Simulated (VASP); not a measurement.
These are vdW-DF-cx, VASP's PBE PAW potentials (set 64) (plane waves; VASP) values and carry that method's errors.

VASP input:

### POSCAR
```
LiH
1.0
  0.0000000000   2.0154247137   2.0154247137
  2.0154247137   0.0000000000   2.0154247137
  2.0154247137   2.0154247137   0.0000000000
Li H
1 1
Direct
  0.0000000000   0.0000000000   0.0000000000
  0.5000000000   0.5000000000   0.5000000000
```

KPOINTS:
```
Automatic mesh
0
Gamma
10 10 10
0 0 0
```

### INCAR
```
! general
SYSTEM  =LiH
PREC    =Accurate
ENCUT   =520
LREAL   =.FALSE.
LASPH   =.TRUE.

! electronic loop
EDIFF   =1E-6
NELM    =100
ALGO    =Normal

! smearing
ISMEAR  =0
SIGMA   =0.05

! functional
GGA     =CX
LUSE_VDW=.TRUE.
AGGAC   =0.0

! ions
IBRION  =2
NSW     =60
ISIF    =3
EDIFFG  =-0.01

! output
LWAVE   =.FALSE.
LCHARG  =.FALSE.
```

POTCAR, in this order: Li_sv H (PBE.64 set). Program: vasp_std.

What VASP printed:

**OSZICAR**
```
       N       E                     dE             d eps       ncg     rms          rms(c)
DAV:   1    -0.552972006406E+00   -0.55297E+00   -0.15018E+03   576   0.597E+02
DAV:   2    -0.540823357258E+01   -0.48553E+01   -0.42558E+01   816   0.653E+01
DAV:   3    -0.547207840813E+01   -0.63845E-01   -0.63845E-01   654   0.773E+00
DAV:   4    -0.547314221215E+01   -0.10638E-02   -0.10638E-02   798   0.787E-01
DAV:   5    -0.547314937729E+01   -0.71651E-05   -0.71651E-05   684   0.460E-02    0.296E+00
DAV:   6    -0.526942143015E+01    0.20373E+00   -0.18458E-01   642   0.202E+00    0.147E+00
DAV:   7    -0.520414028573E+01    0.65281E-01   -0.22643E-01   714   0.253E+00    0.232E-01
DAV:   8    -0.520615021788E+01   -0.20099E-02   -0.57453E-03   648   0.692E-01    0.384E-02
DAV:   9    -0.520610576411E+01    0.44454E-04   -0.18522E-04   822   0.850E-02    0.116E-02
DAV:  10    -0.520610613462E+01   -0.37051E-06   -0.74110E-06   642   0.241E-02
   1 F= -.52061061E+01 E0= -.52061061E+01  d E =-.520611E+01
```

### OUTCAR
```
------------------------ aborting loop because EDIFF is reached ----------------------------------------
  FORCE on cell =-STRESS in cart. coord.  units (eV):
  Direction    XX          YY          ZZ          XY          YZ          ZX
  --------------------------------------------------------------------------------------
  Total        0.0036836      0.0036836      0.0036836     -0.0000000     -0.0000000     -0.0000000
  in kB        0.3604528      0.3604528      0.3604528     -0.0000000     -0.0000000     -0.0000000
  external PRESSURE =       0.3604528 kB  Pullay stress =       0.0000000 kB
  volume of cell :       16.37
      direct lattice vectors                 reciprocal lattice vectors
     0.000000000  2.015424714  2.015424714    -0.248086667  0.248086667  0.248086667
     2.015424714  0.000000000  2.015424714     0.248086667 -0.248086667  0.248086667
     2.015424714  2.015424714  0.000000000     0.248086667  0.248086667 -0.248086667
  FREE ENERGIE OF THE ION-ELECTRON SYSTEM (eV)
  ---------------------------------------------------
  free  energy   TOTEN  =        -5.2061061346 eV

  energy  without entropy=       -5.2061061346  energy(sigma->0) =       -5.20610613

 reached required accuracy - stopping structural energy minimisation
```
(Selected blocks of OUTCAR.)

File OUTCAR:
```
 val. band max:        0.0456611324   @ k =   0.5000   0.5000   0.0000

 cond. band min:       3.1550009869   @ k =   0.5000   0.5000   0.0000


 Fermi energy:         0.2814219577

 k-point     1 :       0.0000    0.0000    0.0000
  band No.  band energies     occupation
      1     -43.9877      2.00000
      2      -5.2818      2.00000
      3      16.0927      0.00000
      4      18.1687      0.00000
      5      18.1688      0.00000
      6      18.1688      0.00000

 k-point     2 :       0.1000    0.0000    0.0000
  band No.  band energies     occupation
      1     -43.9834      2.00000
      2      -5.1062      2.00000
      3      14.6619      0.00000
      4      17.0303      0.00000
      5      17.7492      0.00000
      6      17.7493      0.00000

 k-point     3 :       0.2000    0.0000    0.0000
  band No.  band energies     occupation
      1     -43.9726      2.00000
      2      -4.5937      2.00000
      3      11.4329      0.00000
      4      15.6987      0.00000
      5      17.0998      0.00000
      6      17.0998      0.00000

 k-point     4 :       0.3000    0.0000    0.0000
  band No.  band energies     occupation
      1     -43.9589      2.00000
      2      -3.8039      2.00000
      3       8.3083      0.00000
      4      14.6491      0.00000
      5      16.7300      0.00000
      6      16.7301      0.00000

 k-point     5 :       0.4000    0.0000    0.0000
  band No.  band energies     occupation
      1     -43.9480      2.00000
      2      -2.9377      2.00000
      3       5.9705      0.00000
      4      13.9682      0.00000
      5      16.7163      0.00000
      6      16.7164      0.00000

 k-point     6 :       0.5000    0.0000    0.0000
  band No.  band energies     occupation
      1     -43.9439      2.00000
      2      -2.5040      2.00000
      3       5.0382      0.00000
      4      13.7334      0.00000
      5      16.8241      0.00000
      6      16.8242      0.00000
...
```

The compound is LiH in the rock salt structure. It was relaxed first. The start is the result of an earlier pass.
